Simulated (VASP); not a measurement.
Energy against volume of MgO (rock salt). Computed with vdW-DF-cx, VASP's PBE PAW potentials (set 64) (plane waves; VASP 6.6.1).

| V (Å³/atom) | E (eV/atom) |
|---|---|
| 8.844 | -4.57777 |
| 9.127 | -4.59228 |
| 9.409 | -4.59701 |
| 9.691 | -4.59341 |
| 9.973 | -4.58265 |

Q: Fit a third-order Birch-Murnaghan equation of state.

A: 
```
Property                                        Value
---------------------------------------  ------------
volume per atom                          9.42 Å³/atom
bulk modulus                                  157 GPa
pressure derivative of the bulk modulus          4.19
lattice constant a                            4.224 Å
```

Measured: bulk modulus 170 GPa at 0 K (computed value off by -7.6 %), as given by Daniel Mejia-Rodriguez et al., Physical Review B (2018), arXiv:1807.09216 [0 K value with the zero-point phonon effect removed]; a 4.189 Å at 0 K (computed value off by +0.8 %), as given by Daniel Mejia-Rodriguez et al., Physical Review B (2018), arXiv:1807.09216 [static lattice: zero-point anharmonic expansion removed].

The compound is MgO in the rock salt structure. It was relaxed first.
